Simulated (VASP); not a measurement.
# BN: energy against volume

BN (zinc blende, F-43m, 5.896 Å³/atom and stress up to 0.06 GPa in the relaxed cell, cube axes along x, y and z) under an equal strain ε along all three axes. r2SCAN in VASP (plane waves, PAW), 600 eV, 14×14×14 Γ-centred mesh, Gaussian smearing 0.05 eV; ions are relaxed, or left where forces stay under 0.02 eV/Å, within the symmetry of each cell.

Here V stands for volume and E for E less E0.

```csv
volume (Å³/atom),E less E0 (meV/atom),pressure (GPa)
5.3812,?,?
5.5494,28.20,26.54
5.6348,15.80,19.33
5.7210,7.08,12.53
5.8081,1.85,6.11
5.8961,0.00,0.06
5.9850,1.39,-5.63
6.0748,5.91,-11.00
6.1655,13.42,-16.05
6.2570,23.81,-20.79
```

Fit E against V with the third-order Birch-Murnaghan form, a cubic in V^(-2/3), and predict the withheld value at V = 5.3812.

With u = V^(-2/3) - 0.307, the rows have u = 0.012033, 0.008802, 0.005621, 0.002488, -0.000599, -0.003641, -0.006638, -0.009591, -0.012497. Least squares gives E = 0.100 + 274.57·u + 172474·u² - 103863·u³. Residuals (row less fit): 0.004, -0.008, 0.006, 0.001, 0.003, -0.002, 0.002, -0.004, 0.002; standard error 0.006 (degrees of freedom: 5). Its minimum lies at u = -0.000795, so V0 = (0.306205)^(-3/2) = 5.902. There d²E/du² = 345400 and d³E/du³ = -623200, so B0 = (4/9) × 5.902^(-7/3) × 345400 × 0.160218 = 391 GPa (the last factor turns the table's units into GPa), and B0' = 4 + (2/3) × 0.306205 × (-623200)/345400 = 3.6. B0' rests on the cubic coefficient alone and has a standard error of 0.1 from these residuals. At the withheld row, u = 0.018647, so E = 0.100 + 274.57 × 0.018647 + 172474 × 0.018647² - 103863 × 0.018647³ = 64.518 meV/atom. The calculation gives 64.49 meV/atom, 0.028 meV/atom below the prediction (0.0 % of the range of E in the table). The row lies outside the fitted rows, so this is an extrapolation. The scatter of the fitted rows lies at the last printed digit.

Other structures, which can take over under pressure, weren't tried. The same form fitted to the pressure column gives B0' = 3.6; series where the two differ by over 0.4 aren't shown. Rows are the converged runs of the series near zero and its far end, less any whose ions stayed unrelaxed beside relaxed ones; series whose fitted rows scatter by over a few per cent of the range, as at a crossing or softening among them, aren't shown in this form.
